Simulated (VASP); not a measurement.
Output of a VASP run:

OSZICAR:
```
       N       E                     dE             d eps       ncg     rms          rms(c)
DAV:   1     0.492538688486E+02    0.49254E+02   -0.64054E+03  4900   0.160E+03
DAV:   2    -0.223360998016E+02   -0.71590E+02   -0.70524E+02  4970   0.290E+02
DAV:   3    -0.249961182803E+02   -0.26600E+01   -0.26516E+01  5660   0.657E+01
DAV:   4    -0.250591123190E+02   -0.62994E-01   -0.62976E-01  6466   0.100E+01
DAV:   5    -0.250617378085E+02   -0.26255E-02   -0.26254E-02  6086   0.158E+00    0.382E+00
DAV:   6    -0.224207819954E+02    0.26410E+01   -0.16047E+00  5432   0.322E+01    0.148E+00
DAV:   7    -0.225477308392E+02   -0.12695E+00   -0.18770E-01  5060   0.941E+00    0.129E+00
DAV:   8    -0.225322135085E+02    0.15517E-01   -0.98454E-02  4996   0.336E+00    0.243E-01
DAV:   9    -0.225711574622E+02   -0.38944E-01   -0.33912E-02  4938   0.198E+00    0.185E-01
DAV:  10    -0.225679604248E+02    0.31970E-02   -0.21595E-03  5476   0.759E-01    0.103E-01
DAV:  11    -0.225716239583E+02   -0.36635E-02   -0.29959E-03  4988   0.782E-01    0.134E-01
DAV:  12    -0.225720457088E+02   -0.42175E-03   -0.52065E-04  5522   0.441E-01    0.207E-02
DAV:  13    -0.225722158432E+02   -0.17013E-03   -0.16037E-04  5094   0.183E-01    0.233E-02
DAV:  14    -0.225722127823E+02    0.30609E-05   -0.20527E-05  5558   0.608E-02    0.421E-02
DAV:  15    -0.225722107637E+02    0.20185E-05   -0.19627E-06  5288   0.156E-02    0.383E-02
DAV:  16    -0.225722237057E+02   -0.12942E-04   -0.48173E-06  5006   0.243E-02    0.185E-02
DAV:  17    -0.225722256751E+02   -0.19694E-05   -0.22441E-06  5296   0.156E-02    0.594E-03
DAV:  18    -0.225722258294E+02   -0.15430E-06   -0.11599E-07  5236   0.499E-03    0.744E-03
DAV:  19    -0.225722260237E+02   -0.19426E-06   -0.45012E-08  3032   0.286E-03    0.766E-03
DAV:  20    -0.225722259467E+02    0.76973E-07   -0.17348E-07  4392   0.867E-03
   1 F= -.22572226E+02 E0= -.22572215E+02  d E =-.330098E-04
```

### OUTCAR
```
------------------------ aborting loop because EDIFF is reached ----------------------------------------
  FORCE on cell =-STRESS in cart. coord.  units (eV):
  Direction    XX          YY          ZZ          XY          YZ          ZX
  --------------------------------------------------------------------------------------
  Total        0.2410671      0.2410671      0.2204492      0.0000000      0.0000000      0.0000000
  in kB       15.1693704     15.1693704     13.8719701      0.0000000      0.0000000      0.0000000
  external PRESSURE =      14.7369036 kB  Pullay stress =       0.0000000 kB
  volume of cell :       25.46
      direct lattice vectors                 reciprocal lattice vectors
    -1.602234474  1.602234474  2.479527090     0.000000000  0.312064188  0.201651356
     1.602234474 -1.602234474  2.479527090     0.312064188  0.000000000  0.201651356
     1.602234474  1.602234474 -2.479527090     0.312064188  0.312064188  0.000000000
 POSITION                                       TOTAL-FORCE (eV/Angst)
 -----------------------------------------------------------------------------------
      0.00000      0.00000      0.00000         0.000000      0.000000     -0.000000
 -----------------------------------------------------------------------------------
    total drift:                               -0.000000      0.000000      0.000000
  FREE ENERGIE OF THE ION-ELECTRON SYSTEM (eV)
  ---------------------------------------------------
  free  energy   TOTEN  =       -22.5722259467 eV

  energy  without entropy=      -22.5721929369  energy(sigma->0) =      -22.57221494
```
(Selected blocks of OUTCAR.)

POSCAR:
```
In
1
   -1.6022344741     1.6022344741     2.4795270903
    1.6022344741    -1.6022344741     2.4795270903
    1.6022344741     1.6022344741    -2.4795270903
In
1
Direct
  0.0000000000   1.0000000000   0.0000000000
```

Question: Write an INCAR and KPOINTS that could have produced this output.

Answer: One answer among several that fit: the input of the run itself, r2SCAN meta-GGA, plane waves, VASP's PBE PAW potentials (set 64).

### INCAR
```
ALGO = Normal
EDIFF = 1E-7
ENCUT = 480
ISIF = 2
ISMEAR = 1
LASPH = .TRUE.
LCHARG = .FALSE.
LMAXMIX = 4
LMIXTAU = .TRUE.
LREAL = .FALSE.
LWAVE = .FALSE.
METAGGA = R2SCAN
NELM = 100
PREC = Accurate
SIGMA = 0.1
SYSTEM = In
```

File KPOINTS:
```
Automatic mesh
0
Gamma
14 14 14
0 0 0
```

POTCAR, in this order: In_d (PBE.64 set). Program: vasp_std.

The compound is In in the bct structure. This cell was strained or had an atom moved on purpose.
